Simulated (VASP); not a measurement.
Write the native input for VASP 6.6.1 that does the following.

```yaml
Task: density of states
Functional: PBE
Potentials_or_basis: VASP PAW PBE potentials, release 64 (Hf_pv, In_d, Si, O)
Cutoff: 520 eV
k_mesh: 8 × 8 × 4
Occupations: gaussian, width 0.1 eV
Spin: no spin polarisation
k_mesh_for_the_DOS: 12 × 12 × 6
Occupations_for_the_DOS: tetrahedron
Further_INCAR_settings: ALGO = Fast; EDIFF = 1e-06; NBANDS = 63
```

HfIn4SiO6:

```
Hf In Si O
1.0
     5.16657    0.00000    0.00000
    -2.58328    4.47438    0.00000
     0.00000    0.00000   10.34966
Hf In Si O
1 4 1 6
Direct
  0.00000 0.00000 0.00000
  0.00000 0.00000 0.66044
  0.00000 0.00000 0.33956
  0.66667 0.33333 0.78857
  0.66667 0.33333 0.21143
  0.33333 0.66667 0.00000
  0.31431 0.36816 0.89811
  0.63184 0.68569 0.10189
  0.63184 0.94615 0.89811
  0.05385 0.36816 0.10189
  0.05385 0.68569 0.89811
  0.31431 0.94615 0.10189
```

The cell was built by a generator and needn't be a form met in nature.

The input as run:

POSCAR

```
HfIn4SiO6                               
1.0
    5.1665679851     -0.0000000000      0.0000000000
   -2.5832839975      4.4743791340     -0.0000000000
   -0.0000000000     -0.0000000000     10.3496585977
  Hf              In              Si              O             
     1     4     1     6
Direct
     0.0000000000000000    0.0000000000000000    0.0000000000000000
     0.0000000000000000    0.0000000000000000    0.6604357974048369
     0.0000000000000000    1.0000000000000000    0.3395642025951631
     0.6666666699999979    0.3333333300000021    0.7885660506582362
     0.6666666699999979    0.3333333300000021    0.2114339493417640
     0.3333333300000021    0.6666666699999979    0.0000000000000000
     0.3143064324506963    0.3681585045306397    0.8981124610367320
     0.6318414954693603    0.6856935675493681    0.1018875389632681
     0.6318414954693248    0.9461479279199854    0.8981124610367320
     0.0538520720799506    0.3681585045306112    0.1018875389632681
     0.0538520720799863    0.6856935675493681    0.8981124610367320
     0.3143064324506963    0.9461479279200138    0.1018875389632681
```

INCAR.step1

```
PREC = Accurate
ENCUT = 520
EDIFF = 1E-6
ISMEAR = 0
SIGMA = 0.1
LREAL = F
LASPH = T
NELM = 60
ALGO = Fast
ISIF = 2
LWAVE = F
LCHARG = T
LMAXMIX = 4
GGA = PE
NBANDS = 63
KPAR = 8
```

KPOINTS.step1

```
Automatic mesh
0
Gamma
  8 8 4
```

INCAR.step2

```
PREC = Accurate
ENCUT = 520
EDIFF = 1E-6
ISMEAR = -5
SIGMA = 0.1
LREAL = F
LASPH = T
NELM = 60
ALGO = Fast
ISIF = 2
LWAVE = F
LCHARG = F
LMAXMIX = 4
GGA = PE
LORBIT = 10
NBANDS = 63
KPAR = 8
NEDOS = 2001
ICHARG = 11
```

KPOINTS.step2

```
Automatic mesh
0
Gamma
  12 12 6
```

Potentials or basis: VASP PAW PBE potentials, release 64 (Hf_pv, In_d, Si, O).

Launch:

```bash
$ cat potpaw_PBE.64/Hf_pv/POTCAR potpaw_PBE.64/In_d/POTCAR potpaw_PBE.64/Si/POTCAR potpaw_PBE.64/O/POTCAR > POTCAR
$ cp INCAR.step1 INCAR
$ cp KPOINTS.step1 KPOINTS
$ mpirun -np 8 vasp_std > vasp.out
$ cp INCAR.step2 INCAR
$ cp KPOINTS.step2 KPOINTS
$ mpirun -np 8 vasp_std > vasp.out
```

It gave:

- Valence electrons inside the program's atomic spheres: Hf 8.68; In 11.23, 11.29; Si 1.38; O 5.07

Run time: 4.4 min on 8 MPI ranks on Intel(R) Xeon(R) 6975P-C (Granite Rapids) (shared host), peak memory 1.2 GiB a rank.
